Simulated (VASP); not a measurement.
A run of VASP 6.6.1 is set up as follows.

The input INCAR:

```
SYSTEM = BeC3N3
ALGO     = Fast           ! electronic algorithm
EDIFF    = 1E-6           ! SCF threshold, eV
ENCUT    = 520            ! plane-wave cutoff, eV
GGA      = PE             ! functional
ISIF     = 2              ! what is computed and relaxed
ISMEAR   = 0              ! smearing method
LASPH    = .TRUE.         ! aspherical terms in the spheres
LCHARG   = .TRUE.         ! write CHGCAR
LELF     = .TRUE.         ! ELF
LREAL    = .FALSE.        ! projectors in reciprocal space
LVHAR    = .TRUE.       
LWAVE    = .FALSE.        ! write WAVECAR
NBANDS   = 24             ! bands
NELM     = 60             ! most SCF steps
PREC     = Accurate       ! precision mode
SIGMA    = 0.1            ! smearing width, eV
```

Contents of KPOINTS:

```
k-points
0
G
  6 6 6
  0 0 0
```

Contents of POSCAR:

```
BeC3N3
1.0
    3.6135091217      0.0000000000      0.0000000000
    0.0000000000      3.6135091217      0.0000000000
    0.0000000000      0.0000000000      3.6135091217
Be C N
1 3 3
Direct
    0.0000000000      0.0000000000      0.0000000000
    0.5000000000      0.0000000000      0.0000000000
    0.0000000000      0.5000000000      0.0000000000
    0.0000000000      0.0000000000      0.5000000000
    0.5000000000      0.0000000000      0.5000000000
    0.5000000000      0.5000000000      0.0000000000
    0.0000000000      0.5000000000      0.5000000000
```

Potentials or basis: VASP PAW PBE potentials, release 64 (Be, C, N).

The run is started by

```sh
$ cat potpaw_PBE.64/Be/POTCAR potpaw_PBE.64/C/POTCAR potpaw_PBE.64/N/POTCAR > POTCAR
$ mpirun -np 1 vasp_std > vasp.out
```

(1) What does it give for the band gap on the k mesh?

(2) What does it give for the pressure?

## Answers

(1) none (metal or under the smearing width).

(2) 0.0 GPa.
